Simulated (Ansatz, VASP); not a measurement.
**CdF2 in two plane-wave programs**

Wanted: the spread between two codes on one cell, functional and k mesh. The cell is taken from a series of VASP runs on this material, whose earlier steps may have relaxed, scaled or displaced it; both programs get it as it stands.

Calculated with Ansatz 0.2.0; plane waves, with VASP 6.6.1 beside it; relaxation of cell and atoms at r2SCAN.

## 1. Starting point

Symmetry: Fm-3m, No. 225, cubic system. The conventional cell has a = 5.404 Å, b = 5.404 Å, c = 5.404 Å, α = 90.00°, β = 90.00°, γ = 90.00°. Nearest to Cd lie 8 F at 2.34 Å. Nearest to F lie 4 Cd at 2.34 Å. Farther neighbours and most contacts between anions are not listed.

Structure file:

```xyz
3
Lattice="0.0000 2.7020 2.7020 2.7020 0.0000 2.7020 2.7020 2.7020 0.0000" Properties=species:S:1:pos:R:3 pbc="T T T"
Cd    0.0000    0.0000    0.0000
F     4.0530    4.0530    4.0530
F     1.3510    1.3510    1.3510
```

## 2. VASP: relaxation of cell and atoms, r2SCAN

The relaxed volume is the usual yardstick between codes: its relative difference is about their pressure difference at one cell divided by the bulk modulus.

Lines of VASP's logs that name or quote its potential files are left out, and so is its time.

Contents of INCAR:

```
SYSTEM = CdF2
PREC = Accurate
ENCUT = 520
EDIFF = 1E-06
NELM = 100
ISMEAR = 0
SIGMA = 0.03
LREAL = .FALSE.
ALGO = Normal
METAGGA = R2SCAN
LASPH = .TRUE.
NBANDS = 19
LORBIT = 11
LWAVE = .FALSE.
LCHARG = .FALSE.
KPAR = 4
IBRION = 2
NSW = 50
ISIF = 3
EDIFFG = -0.006
```

Contents of POSCAR:

```
CdF2
1.0
    0.0000000000      2.7019823676      2.7019823676
    2.7019823676      0.0000000000      2.7019823676
    2.7019823676      2.7019823676      0.0000000000
Cd F
1 2
Direct
    0.0000000000      0.0000000000      0.0000000000
    0.7500000000      0.7500000000      0.7500000000
    0.2500000000      0.2500000000      0.2500000000
```

Contents of KPOINTS:

```
Automatic mesh
0
Gamma
8 8 8
0 0 0
```

The projector-augmented-wave data sets are Cd and F (PBE family, release 64).

Command:

```console
$ mpirun -np 4 vasp_std
```

Numbers of over 12 decimals in the logs are rounded to 6 here.

Output:

```text
[banner, memory and clock lines left out]
running    4 mpi-ranks, on    1 nodes
 distrk:  each k-point on    1 cores,    4 groups
 distr:  one band on    1 cores,    1 groups

 POSCAR found type information on POSCAR CdF
 POSCAR found :  2 types and       3 ions
|                                                                             |
|               ----> ADVICE to this user running VASP <----                  |
|                                                                             |
|     You enforced a specific xc type in the INCAR file but a different       |
|     [... a line on the potential file left out ...]
|     I HOPE YOU KNOW WHAT YOU ARE DOING!                                     |
|                                                                             |

 LDA part: xc-table for (None), standard interpolation
 POSCAR, INCAR and KPOINTS ok, starting setup
 FFT: planning ... GRIDC
 FFT: planning ... GRID_SOFT
 FFT: planning ... GRID
 WAVECAR not read
 entering main loop
       N       E                     dE             d eps       ncg     rms          rms(c)
DAV:   1     0.174215506945E+03    0.17422E+03   -0.15967E+04  1126   0.141E+03
DAV:   2    -0.342202871271E+02   -0.20844E+03   -0.20137E+03  1181   0.362E+02
DAV:   3    -0.431242869917E+02   -0.89040E+01   -0.88790E+01  1234   0.836E+01
DAV:   4    -0.431623573391E+02   -0.38070E-01   -0.38068E-01  1168   0.563E+00
DAV:   5    -0.431624849182E+02   -0.12758E-03   -0.12758E-03  1225   0.306E-01    0.854E+00
DAV:   6    -0.336753230999E+02    0.94872E+01   -0.42530E+00  1141   0.447E+01    0.931E+00
DAV:   7    -0.336956163118E+02   -0.20293E-01   -0.14504E+00  1144   0.109E+01    0.498E+00
DAV:   8    -0.337268332407E+02   -0.31217E-01   -0.17836E-01  1211   0.593E+00    0.172E+00
DAV:   9    -0.337200675035E+02    0.67657E-02   -0.67947E-02  1102   0.269E+00    0.252E-01
DAV:  10    -0.337212354328E+02   -0.11679E-02   -0.75978E-03  1144   0.837E-01    0.292E-01
DAV:  11    -0.337211998732E+02    0.35560E-04   -0.24928E-03  1120   0.477E-01    0.139E-01
DAV:  12    -0.337211415334E+02    0.58340E-04   -0.14384E-04  1153   0.212E-01    0.358E-02
DAV:  13    -0.337211298464E+02    0.11687E-04   -0.24314E-05  1189   0.554E-02    0.183E-02
DAV:  14    -0.337211261010E+02    0.37454E-05   -0.43756E-05  1123   0.625E-02    0.159E-02
DAV:  15    -0.337211247819E+02    0.13191E-05   -0.15884E-06   804   0.117E-02    0.712E-03
DAV:  16    -0.337211244572E+02    0.32465E-06   -0.11445E-06   631   0.101E-02
   1 F= -.33721124E+02 E0= -.33721124E+02  d E =-.337211E+02
 curvature:   0.00 expect dE= 0.000E+00 dE for cont linesearch  0.000E+00
 trial: gam= 0.00000 g(F)=  0.891E-48 g(S)=  0.166E-05 ort = 0.000E+00 (trialstep = 0.100E+01)
 search vector abs. value=  0.166E-05
 reached required accuracy - stopping structural energy minimisation
```

OUTCAR, selected parts (step 2):

```text
ion  position               nearest neighbor table
   1  0.000  0.000  0.000-   2 2.34   3 2.34   2 2.34   2 2.34   2 2.34   3 2.34   3 2.34   3 2.34

  LATTYP: Found a face centered cubic cell.
 ALAT       =     5.4039647352

 Subroutine GETGRP returns: Found 48 space group operations
 (whereof 48 operations were pure point group operations)

The static configuration has the point symmetry O_h .

 Found     29 irreducible k-points:

   k-points           NKPTS =     29   k-points in BZ     NKDIM =     29   number of bands    NBANDS=     19

   dimension x,y,z NGX =    28 NGY =   28 NGZ =   28
   dimension x,y,z NGXF=    56 NGYF=   56 NGZF=   56

   ENCUT  =  520.0 eV  38.22 Ry    6.18 a.u.   7.10  7.10  7.10*2*pi/ulx,y,z

   NELECT =      26.0000    total number of electrons

 k-points in reciprocal lattice and weights: Automatic mesh
   0.00000000  0.00000000  0.00000000       0.002
   0.12500000  0.00000000  0.00000000       0.016
   0.25000000  0.00000000  0.00000000       0.016
   0.37500000  0.00000000  0.00000000       0.016
   0.50000000  0.00000000  0.00000000       0.008
   0.12500000  0.12500000  0.00000000       0.012
   0.25000000  0.12500000  0.00000000       0.047
   0.37500000  0.12500000  0.00000000       0.047
   0.50000000  0.12500000  0.00000000       0.047
[...]
-0.37500000  0.50000000  0.12500000       0.023
  -0.25000000  0.50000000  0.25000000       0.012

 average (electrostatic) potential at core
       1 -44.7045       2 -82.3658       3 -82.3658

 E-fermi :  -1.7978

 k-point     1 :       0.0000    0.0000    0.0000
  band No.  band energies     occupation
    ...
      9      -2.8998      2.00000
     10      -2.8998      2.00000
     11      -2.4489      2.00000
     12      -2.4488      2.00000
     13      -2.4488      2.00000
     14       1.7843      0.00000
     15      11.6309      0.00000
     16      11.6309      0.00000
     17      11.6309      0.00000
     18      15.9032      0.00000
    ...

 k-point     2 :       0.1250    0.0000    0.0000
  band No.  band energies     occupation
    ...
      9      -3.0053      2.00000
     10      -3.0053      2.00000
     11      -2.5420      2.00000
     12      -2.4346      2.00000
     13      -2.4346      2.00000
     14       2.3421      0.00000
     15      10.8063      0.00000
     16      11.8714      0.00000
     17      11.8714      0.00000
     18      17.0446      0.00000
    ...

 k-point     3 :       0.2500    0.0000    0.0000
  band No.  band energies     occupation
    ...
      9      -3.2839      2.00000
     10      -3.2839      2.00000
     11      -3.0387      2.00000
     12      -2.3963      2.00000
     13      -2.3963      2.00000
     14       3.6405      0.00000
     15       9.5311      0.00000
     16      12.5007      0.00000
     17      12.5008      0.00000
     18      17.7249      0.00000
    ...

  Total       -0.0058579     -0.0058579     -0.0058579     -0.0000000      0.0000000      0.0000000
  in kB       -0.2378900     -0.2378900     -0.2378900     -0.0000000      0.0000000      0.0000000
  external PRESSURE =      -0.2378900 kB  Pullay stress =       0.0000000 kB

  energy-cutoff  :      520.00
  volume of cell :       39.45
      direct lattice vectors                 reciprocal lattice vectors
     0.000000000  2.701982368  2.701982368    -0.185049320  0.185049320  0.185049320
     2.701982368  0.000000000  2.701982368     0.185049320 -0.185049320  0.185049320
     2.701982368  2.701982368  0.000000000     0.185049320  0.185049320 -0.185049320

 POSITION                                       TOTAL-FORCE (eV/Angst)
 -----------------------------------------------------------------------------------
      0.00000      0.00000      0.00000        -0.000000     -0.000000      0.000000
      4.05297      4.05297      4.05297        -0.000000      0.000000     -0.000000
      1.35099      1.35099      1.35099         0.000000     -0.000000      0.000000
 -----------------------------------------------------------------------------------
    total drift:                                0.000000      0.000000      0.000000

  FREE ENERGIE OF THE ION-ELECTRON SYSTEM (eV)
  ---------------------------------------------------
  free  energy   TOTEN  =       -33.7211244572 eV

  energy  without entropy=      -33.7211244572  energy(sigma->0) =      -33.72112446

 reached required accuracy - stopping structural energy minimisation

 total charge
# of ion       s       p       d       tot
------------------------------------------
    1        0.206   0.179   9.704  10.089
    2        1.742   4.371   0.000   6.114
    3        1.742   4.371   0.000   6.114
--------------------------------------------------
tot          3.691   8.922   9.704  22.316

[... 3 further parts left out ...]
```

The run keeps the 48 symmetry operations of its start, so it cannot find a distortion of lower symmetry.

## 3. Ansatz: relaxation of cell and atoms, r2SCAN

Ansatz runs on its default PAW (the set named soft_2) files.

The same cell, functional, mesh and smearing now go to Ansatz, which takes its cutoff from its data sets.

Contents of input.yaml:

```yaml
crystal:
  lattice:
    - [0.0, 2.7019823676, 2.7019823676]
    - [2.7019823676, 0.0, 2.7019823676]
    - [2.7019823676, 2.7019823676, 0.0]
  atoms:
    - { symbol: Cd, position: [0.0, 0.0, 0.0] }
    - { symbol: F, position: [0.75, 0.75, 0.75] }
    - { symbol: F, position: [0.25, 0.25, 0.25] }
hamiltonian:
  xc: r2scan
  pseudopotentials: { kind: paw }
kpoints:
  mp_grid: { grid: [8, 8, 8] }
scf:
  occupations: { method: gaussian, width: 0.03 }
relax:
  f_tol: 0.01
  max_steps: 60
  cell: { stress_tol: 0.05 }
output:
  forces: true
  stress: true
```

Command:

```console
$ ansatz run input.yaml --threads 4 --pin off --max-ram 9216MiB --backend cpu --events-out ev --progress --plain --runs-dir out
```

Output:

```text
Engine: ansatz 0.2.0, aarch64-unknown-linux-gnu
Pseudopotentials: kind: paw
Pseudopotential: Cd, paw, valence charge 20, recommended cutoff 500 eV (meta_gga), Cd.paw.azcp
Pseudopotential: F, paw, valence charge 7, recommended cutoff 500 eV (meta_gga), F.paw.azcp
Functional definition: r2SCAN
  parameter k0 = 0.174
  parameter k1 = 0.065
  parameter a1 = 4.9479
  exchange = r2scan_x(k0 = k0, k1 = k1, a1 = a1)
  correlation = r2scan_c
Crystal: 3 atoms, lattice volume = 39.453 Å³
Basis set: ecut = 500 eV, 965 PW (Γ), exchange–correlation on 120×120×120 points (64 copies of the dense FFT grid, shifted against one another)
Bands: 21, of which v1, the nominal top of the filled ones, is band 17 counted from 1 (16 counted from 0)
Symmetry: 48 space group operations
Space group: Fm-3m (ITA 225), of the structure as read, at distance tolerance 3.4e-5 Å
k-points: 29 of 512
Non-local potential: Cd, projectors of the file, l = 0: 3, l = 1: 2, l = 2: 2, l = 3: 1
Non-local potential: F, projectors of the file, l = 0: 2, l = 1: 2, l = 2: 1
PAW form: soft (Blöchl's): semilocal exchange-correlation on the pseudo side does not see the compensation charge
PAW frozen core: Cd, regenerated for the run's functional (the file was generated under x = pbe(κ = 0.804, μ = 0.219515), c = pbe(β = 0.066725))
PAW frozen core: F, regenerated for the run's functional (the file was generated under x = pbe(κ = 0.804, μ = 0.219515), c = pbe(β = 0.066725))
PAW one-centre angular grid: Cd, 590 points (default); XC on 160 Gauss nodes
PAW one-centre angular grid: F, 302 points (default); XC on 160 Gauss nodes
Initial density: superposition of atomic densities (neutral atoms: chi_scale 0, normalization atom), corrected by the library's trained network
Initial wavefunctions: pseudopotential atomic-orbital guess
Functional: x = r2scan, c = r2scan; τ floored in thin density (d = 2e-4 eV/Å³)
SCF iter   1: F=—  HF=-9889.348532 eV  |F-HF|=—  |Δ(HF+E_count)|=         —  Δρ=1.09e-2  dr2=3.67e-2  dr2_τ=7.55e-2  ethr=1.77e-3  ⟨swp⟩=5.7  Hψ=2558  notcnv=0
preconditioner: auto → none  [insulator: Δε(μ)=3.910 eV  Ē_g=17.646 eV  σ=0.030 eV  W_gap=1.00  n_scr=14 (ndim 8)  ℏωp=30.1 eV  f_vac=0.143  D(μ)=0.00/eV (n_scr^D=0)  ε∞_Penn≈3.9]
SCF iter   2: F=—  HF=-9889.377513 eV  |F-HF|=—  |Δ(HF+E_count)|=   2.90e-2  Δρ=6.36e-3  dr2=4.94e-3  dr2_τ=1.71e-3  ethr=1.08e-4  ⟨swp⟩=2.6  Hψ=1355  notcnv=0
SCF iter   3: F=—  HF=-9889.377075 eV  |F-HF|=—  |Δ(HF+E_count)|=   4.38e-4  Δρ=2.39e-3  dr2=9.55e-4  dr2_τ=2.51e-4  ethr=1.45e-5  ⟨swp⟩=2.0  Hψ=1073  notcnv=0
SCF iter   4: F=—  HF=-9889.377134 eV  |F-HF|=—  |Δ(HF+E_count)|=   5.93e-5  Δρ=8.40e-4  dr2=1.39e-4  dr2_τ=1.77e-5  ethr=2.81e-6  ⟨swp⟩=2.1  Hψ=884  notcnv=0
SCF iter   5: F=—  HF=-9889.377124 eV  |F-HF|=—  |Δ(HF+E_count)|=   1.09e-5  Δρ=1.37e-4  dr2=3.82e-6  dr2_τ=8.16e-7  ethr=4.09e-7  ⟨swp⟩=2.8  Hψ=1122  notcnv=0
SCF iter   6: F=—  HF=-9889.377117 eV  |F-HF|=—  |Δ(HF+E_count)|=   6.76e-6  Δρ=3.51e-5  dr2=3.73e-7  dr2_τ=2.90e-8  ethr=1.12e-8  ⟨swp⟩=2.7  Hψ=1067  notcnv=0
SCF iter   7: F=-9889.377117 eV  HF=-9889.377117 eV  |F-HF|=2.73e-9  |Δ(HF+E_count)|=   3.29e-8  Δρ=4.69e-6  dr2=6.19e-9  dr2_τ=5.57e-10  ethr=2.94e-10  ⟨swp⟩=4.0  Hψ=1956  notcnv=0
SCF 1 converged in 7 iterations: F = -9889.377117 eV  dr2 = 6.19e-9
  greatest PAW one-centre occupation: 1.003 electrons in one spin orbital (limit 2), on the Cd atom at site 0 (counted from 0), in its partial waves of l = 1
relax step   1: F+E_penalty+E_count = -9889.37711675 eV  Δ(F+E_penalty+E_count) = +0.000e0 eV  max|allowed force component| = 4.048e-18 eV/Å  Δτ_max = 0.0000 Å  P = -0.952 GPa  Ω = 39.453 Å³  (7 SCF iters, dr2 threshold 1.00e-7 eV, accepted)
[...]
relax step   2: F+E_penalty+E_count = -9889.37848824 eV  Δ(F+E_penalty+E_count) = -1.371e-3 eV  max|allowed force component| = 2.197e-17 eV/Å  Δτ_max = 0.0000 Å  P = -0.027 GPa  Ω = 39.122 Å³  energy of the carried Pulay correction = +3.543e-4 eV  (5 SCF iters, dr2 threshold 3.00e-7 eV, accepted)
[...]
relax step   3: F+E_penalty+E_count = -9889.37806691 eV  Δ(F+E_penalty+E_count) = +4.213e-4 eV  max|allowed force component| = 1.773e-17 eV/Å  Δτ_max = 0.0000 Å  P = -0.021 GPa  Ω = 39.122 Å³  stress off target by 2.13e-2 GPa  SCF on the basis re-selected at this cell (its energy is not comparable with the rows above)  (5 SCF iters)
basis re-selected at this cell: Δ(F+E_penalty+E_count) = +4.213e-4 eV, ΔP = +0.005 GPa vs the last step (what re-selecting the basis moved, of the pressure what is left beyond the Pulay correction that the steps carried, after the strain that the cell walked since its last selection, with what the two solves' SCF thresholds leave and, on support functions, any second-order correction that the steps lacked; it is no m [...]
SCF converged after 5 iterations
Free energy (F): -9889.378067 eV
Harris-Foulkes:  -9889.378067 eV  (|F-HF|=1.64e-11)
Internal energy: -9889.378067 eV  (E = F + TS)
E sigma→0 (E₀):  -9889.378067 eV
Fermi energy:    7.766731 eV
--- Per-component energies (eV) ---
  E_band       = -519.824505
  E_kinetic    = 922.459260
  E_local      = -4242.473049  (includes V_loc(G=0)·N_el)
  E_nonlocal   = 184.171601
  E_hartree    = 1882.307591
  E_xc         = -326.081641
  E_vxc        = -476.243219  (∫ρ·V_xc dr)
  E_paw        = -4515.869331  (= ΣΔE_a)
  E_vpaw       = -705.965589  (= ΣTr[D̂ρ^β])
  E_aug_tail   = 0.002266  (compensation charges beyond the density's cutoff)
  E_vtau       = 33.609075  (kinetic-family band-sum trace: ∫τ·v_τ [+ j·A + Jᵃ·Aᵃ] dr)
  E_ewald      = -3793.267211
  E_core_change = -0.627554  (= ΣΔE_core)
  E_smearing   = -0.000000  (= −TS)
  E_closure    = 0.000000  (closes the sum)
  Σ components = -9889.378067   (vs F -9889.378067, Δ=0.00e0)
--- Forces (eV/Å), atoms counted from 1 ---
  atom   1  Cd     0.00000000    -0.00000000    -0.00000000
  atom   2  F     -0.00000000    -0.00000000    -0.00000000
  atom   3  F      0.00000000     0.00000000     0.00000000
  max |Σ_I F_I| component: 2.31e-18 eV/Å
--- Stress (GPa, compression-positive) ---
       -0.021277      -0.000000       0.000000
       -0.000000      -0.021277      -0.000000
       -0.000000      -0.000000      -0.021277
  P = ⅓ Tr σ = -0.0213 GPa (-0.213 kbar)
--- Relaxed structure (2 steps of the walk, 2 accepted, 1 SCFs on fresh bases) ---
  F+E_penalty+E_count = -9889.37806691 eV   max|allowed force component| = 1.773e-17 eV/Å   (the final SCF, on the basis selected at the relaxed cell)
  cell:  # Å, volume = 39.1224 Å³
    - [0, 2.694419, 2.694419]
    - [2.694419, 0, 2.694419]
    - [2.694419, 2.694419, 0]
  atoms:
    - { symbol: Cd, position: [0, 0, 0] }
    - { symbol: F, position: [0.750000, 0.750000, 0.750000] }
    - { symbol: F, position: [0.25, 0.25, 0.25] }
```

It took 2.9 s on 4 threads of Arm Neoverse V1, shared host; peak memory 0.45 GiB; 10 s of CPU time.

## 4. Side by side

Known differences besides the potentials themselves: VASP keeps PBE cores, Ansatz makes them for the functional; both relaxations stop at a tolerance, which leaves soft axes loose, and VASP keeps its plane-wave basis; the data sets hold 34 valence electrons in Ansatz (default PAW (the set named soft_2) files) and 26 in VASP; the cutoff is 500 eV in Ansatz and 520 eV in VASP; Ansatz adds a Pulay correction to the stress that steers its cell, VASP none. Total energies have different zeros and are not compared.

The two programs side by side:

| quantity | Ansatz | VASP | difference |
| --- | --- | --- | --- |
| volume (Å³) | 39.12 | 39.45 | -0.84 % |
| edge a after relaxation, in the typed setting (Å) | 3.811 | 3.821 | -0.28 % |

The walks stopped with -0.02 GPa left in Ansatz and -0.02 GPa in VASP; each walk ends within a tolerance, so the volume difference is uncertain by about these residues over the bulk modulus, most in soft cells.

## 5. Outcome

```
difference in volume (relaxation of cell and atoms, r2SCAN) : -0.84 %
```

**Reading.** The difference in volume is -0.84 % (relaxation of cell and atoms, r2SCAN), within the 1.2 % picked in this series as the mark of a large difference, as far as the stopping tolerances let one tell. How closely two codes agree says nothing of how well the functional describes the real material.

[Lines on the potential files, build, host, timing and source positions are cut from VASP's logs without a mark.]

[Logs are printed without paths, hosts, clocks, repeated set-up lines and the standing remarks that a program may print on its own settings, such as how far it seeks lower states.]

[Hosts, paths, dates, database ids (printed as entryN), source tags and the programs' standing remarks are cut or masked in the printed files.]
